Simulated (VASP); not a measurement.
Level of theory: HSE06 screened hybrid, VASP's PBE PAW potentials (set 64) (plane waves; VASP 6.6.1).

The input files of a VASP run:

File KPOINTS:
```
Automatic mesh
0
Gamma
1 1 1
0 0 0
```

**INCAR**
```
ISIF  =  0
LASPH  =  .TRUE.   ! aspherical one-centre terms
LCHARG  =  .FALSE.
PRECFOCK  =  Fast
EDIFF  =  1E-5
ISYM  =  0
LHFCALC  =  .TRUE.
LWAVE  =  .FALSE.
SYSTEM  =  NSi62
NELM  =  50   ! most electronic steps
ISMEAR  =  0   ! Gaussian
AEXX  =  0.25
HFSCREEN  =  0.2   ! 1/Angstrom
GGA  =  PE
ALGO  =  Normal
LREAL  =  Auto   ! projection in real space or not
PREC  =  Normal
NELMIN  =  4
ENCUT  =  400
SIGMA  =  0.05   ! width (eV)
NELECT  =  252.0
```

File POSCAR:
```
NSi62
1
   10.9370747000     0.0000000000     0.0000000000
    0.0000000000    10.9370747000     0.0000000000
    0.0000000000     0.0000000000    10.9370747000
Si N
62 1
Direct
  0.4991731776   0.9978768608   0.9977075138
  0.6293427476   0.1214804051   0.1213592822
  0.7519675914   0.2479938678   0.9956556586
  0.8785012391   0.3705963657   0.1213363514
  0.7519297452   0.9958037745   0.2477982817
  0.8784702982   0.1215237234   0.3703396717
  0.0003555582   0.9996149554   0.9993779037
  0.1286335381   0.1235845065   0.1233746753
  0.2534266174   0.2497915325   0.9998033637
  0.3791100242   0.3762654031   0.1293801094
  0.4996300429   0.5002953143   0.0002811832
  0.6236803383   0.6208593662   0.1293455034
  0.7501741575   0.7465598681   0.9997815494
  0.8763752642   0.8713387461   0.1233727062
  0.2534144690   0.9999161941   0.2496181143
  0.3790822391   0.1294533000   0.3762128748
  0.5050086536   0.2437652198   0.2437015176
  0.7562126149   0.4949300291   0.2437208247
  0.8705397484   0.6209270372   0.3761858513
  0.4995936499   0.0004067646   0.5002023430
  0.6236863368   0.1295129473   0.6206107675
  0.7559391518   0.2440372313   0.4944533913
  0.8704663246   0.3763224926   0.6206061171
  0.7501446907   0.0000306922   0.7463722792
  0.8763836509   0.1235856883   0.8710782865
  0.0020542203   0.5007792987   0.9976773652
  0.1294845437   0.6223626392   0.1299582478
  0.2489895681   0.7509771905   0.0033106631
  0.3775721855   0.8704681146   0.1299873392
  0.0041852007   0.2480573169   0.2478201014
  0.1245908269   0.3750889459   0.3749226679
  0.2591530457   0.4991437366   0.2618522256
  0.3870986931   0.6128678290   0.4063238087
  0.5008209803   0.7408450661   0.2618617336
  0.6249085478   0.8753694092   0.3749297185
  0.0019762061   0.9980253486   0.5004791829
  0.1293602101   0.1301668677   0.6221852397
  0.2591583374   0.2620136627   0.4989859690
  0.3870746033   0.4064436987   0.6127874332
  0.5935281585   0.6129282640   0.6127798843
  0.7379392659   0.7407885745   0.4989855650
  0.8697925292   0.8706096914   0.6221763667
  0.2489084099   0.0034590732   0.7507348948
  0.3775750827   0.1301799690   0.8702670197
  0.5007980362   0.2620438619   0.7406033878
  0.6249042913   0.3750505457   0.8751788268
  0.7379186387   0.4991968145   0.7406235383
  0.8697705205   0.6223882840   0.8703224621
  0.0000275690   0.7465463359   0.2496222503
  0.1266374949   0.8733395014   0.3746455316
  0.9995521175   0.5003915549   0.5001926038
  0.1218182013   0.6275011284   0.6272956465
  0.2500730767   0.7499049380   0.5042831829
  0.3724419305   0.8781797538   0.6273105953
  0.9999265870   0.2498081797   0.7463495807
  0.1266313813   0.3748175090   0.8730898910
  0.2501530048   0.5044740434   0.7496976453
  0.3724574301   0.6274943529   0.8781391351
  0.4954745632   0.7498187403   0.7497075905
  0.6251435537   0.8733014251   0.8731157720
  0.9965124174   0.7510116257   0.7507450205
  0.1243429249   0.8756211640   0.8754349245
  0.4671427762   0.5328372586   0.5326138673
```

POTCAR, in this order: Si N (PBE.64 set). Program: vasp_gam. Read from the step before: WAVECAR.

What VASP printed:

### OSZICAR
```
       N       E                     dE             d eps       ncg     rms          rms(c)
DAV:   1    -0.397202478391E+03   -0.39720E+03   -0.12552E+01   316   0.809E+00    0.188E+01
DAV:   2    -0.397312484068E+03   -0.11001E+00   -0.43740E-01   362   0.139E+00    0.124E+01
DAV:   3    -0.397293207091E+03    0.19277E-01   -0.32900E-02   362   0.398E-01    0.736E+00
DAV:   4    -0.397287383270E+03    0.58238E-02   -0.24337E-02   338   0.277E-01    0.422E+00
DAV:   5    -0.397285439756E+03    0.19435E-02   -0.27067E-03   354   0.108E-01    0.244E+00
DAV:   6    -0.397284358127E+03    0.10816E-02   -0.10816E-03   354   0.766E-02    0.138E+00
DAV:   7    -0.397284174175E+03    0.18395E-03   -0.95714E-04   338   0.550E-02    0.779E-01
DAV:   8    -0.397284078643E+03    0.95532E-04   -0.35553E-05   282   0.192E-02    0.453E-01
DAV:   9    -0.397284052903E+03    0.25740E-04   -0.11691E-04   330   0.191E-02    0.250E-01
DAV:  10    -0.397284052229E+03    0.67460E-06   -0.24402E-05   266   0.948E-03
   1 F= -.39728405E+03 E0= -.39728405E+03  d E =-.238235E-13
```

**OUTCAR**
```
------------------------ aborting loop because EDIFF is reached ----------------------------------------
  volume of cell :     1308.29
      direct lattice vectors                 reciprocal lattice vectors
    10.937074700  0.000000000  0.000000000     0.091432127  0.000000000  0.000000000
     0.000000000 10.937074700  0.000000000     0.000000000  0.091432127  0.000000000
     0.000000000  0.000000000 10.937074700     0.000000000  0.000000000  0.091432127
 POSITION                                       TOTAL-FORCE (eV/Angst)
 -----------------------------------------------------------------------------------
      5.45949     10.91385     10.91200         0.020357      0.027668      0.022413
      6.88317      1.32864      1.32732         0.076303     -0.002887     -0.011765
      8.22433      2.71233     10.88956        -0.023750      0.021023      0.006220
      9.60823      4.05324      1.32706         0.001568     -0.073143     -0.007452
      8.22391     10.89118      2.71019        -0.018940      0.005996      0.024709
      9.60790      1.32911      4.05043        -0.006017      0.004792     -0.077293
      0.00389     10.93286     10.93027         0.006670     -0.006417     -0.005280
      1.40687      1.35165      1.34936         0.009361     -0.017704     -0.012751
      2.77175      2.73199     10.93492        -0.013031     -0.028417      0.014678
      4.14635      4.11524      1.41504         0.036454      0.077997     -0.011718
      5.46449      5.47177      0.00308        -0.013596      0.012603     -0.003820
      6.82124      6.79039      1.41466        -0.075054     -0.037633     -0.006739
      8.20471      8.16518     10.93469         0.028378      0.011139      0.020769
      9.58498      9.52990      1.34934         0.019674     -0.008554     -0.014128
      2.77161     10.93616      2.73009        -0.013664      0.026008     -0.028033
      4.14605      1.41584      4.11467         0.035601     -0.010736      0.067510
      5.52332      2.66608      2.66538        -0.061485     -0.058002     -0.055190
      8.27075      5.41309      2.66559         0.056451      0.065256     -0.059733
      9.52116      6.79113      4.11437         0.006611     -0.040479      0.071273
      5.46409      0.00445      5.47075        -0.007961     -0.007063      0.010803
      6.82130      1.41649      6.78767        -0.077683     -0.002216     -0.032127
      8.26776      2.66905      5.40787         0.066137     -0.063129      0.058816
      9.52036      4.11587      6.78762        -0.000062      0.074922     -0.031015
      8.20439      0.00034      8.16313         0.028550      0.014895      0.009521
      9.58507      1.35167      9.52705         0.015272     -0.015798      0.002974
      0.02247      5.47706     10.91167        -0.028081     -0.022309      0.025301
      1.41618      6.80683      1.42136         0.006470      0.019932     -0.005072
      2.72322      8.21349      0.03621        -0.006093      0.005286     -0.000259
      4.12954      9.52037      1.42168        -0.016913     -0.006546     -0.005898
      0.04577      2.71302      2.71043        -0.005667      0.017617      0.019621
      1.36266      4.10238      4.10056         0.038963     -0.003430     -0.006441
      2.83438      5.45917      2.86390        -0.032488     -0.031005      0.010842
      4.23373      6.70298      4.44399         0.042014     -0.041330      0.154750
      5.47752      8.10268      2.86400         0.033020      0.028301      0.009252
      6.83467      9.57398      4.10063         0.003324     -0.039822     -0.006524
      0.02161     10.91548      5.47378        -0.021727      0.017434     -0.013760
      1.41482      1.42364      6.80489         0.017202     -0.006521      0.020492
      2.83443      2.86566      5.45745        -0.036944      0.009606     -0.024613
      4.23346      4.44531      6.70210         0.050252      0.166989     -0.062169
      6.49146      6.70364      6.70202        -0.169703     -0.052513     -0.059646
      8.07090      8.10206      5.45744        -0.004512      0.040587     -0.025553
      9.51299      9.52192      6.80479         0.010047     -0.017719      0.022809
      2.72233      0.03783      8.21084         0.002283      0.004941      0.005209
      4.12957      1.42379      9.51818        -0.024001     -0.012697     -0.008333
      5.47727      2.86599      8.10003         0.040030      0.000336      0.033319
      6.83462      4.10196      9.57190         0.005454     -0.003351     -0.039007
      8.07067      5.45975      8.10025        -0.000928     -0.041233      0.035475
      9.51275      6.80711      9.51878         0.014735      0.025563     -0.016232
      0.00030      8.16503      2.73014        -0.019293      0.016155     -0.031493
      1.38504      9.55178      4.09753         0.011656     -0.015268      0.037432
     10.93218      5.47282      5.47064         0.008170      0.008464      0.010653
      1.33233      6.86303      6.86078        -0.009668     -0.007146     -0.002353
      2.73507      8.20177      5.51538         0.005397     -0.005488     -0.001196
      4.07343      9.60472      6.86094         0.009421      0.006283     -0.005113
     10.93627      2.73217      8.16288        -0.015071     -0.025834      0.010394
      1.38498      4.09941      9.54905         0.013909      0.039430     -0.012441
      2.73594      5.51747      8.19950        -0.005640      0.010822      0.004952
      4.07359      6.86295      9.60427         0.012451     -0.012298     -0.003774
      5.41904      8.20082      8.19961        -0.011606      0.006115      0.004644
      6.83724      9.55136      9.54933        -0.040826     -0.011123     -0.012865
     10.89893      8.21387      8.21095        -0.005880     -0.001256      0.001973
      1.35995      9.57673      9.57470         0.002728     -0.005605     -0.004819
      5.10918      5.82768      5.82524         0.031371     -0.031484     -0.012202
 -----------------------------------------------------------------------------------
    total drift:                                0.010722     -0.024797     -0.004229
  FREE ENERGIE OF THE ION-ELECTRON SYSTEM (eV)
  ---------------------------------------------------
  free  energy   TOTEN  =      -397.2840522286 eV

  energy  without entropy=     -397.2840522286  energy(sigma->0) =     -397.28405223

  exchange ACFDT corr.  =         0.00000000  see jH, gK, PRB 81, 115126
```
(Selected blocks of OUTCAR.)

The cell is charged, with a uniform compensating background. The supercell is sampled at Γ alone, which is coarse: total energies, pressure and levels can be off, energies of defects by several tenths of an eV.

The cell is a supercell with a defect, built from Si (diamond): N_Si-vac_Si, charge +1. The cell's shape comes from a PBE relaxation. The run is not spin-polarised, so no state with unpaired spins was tried.
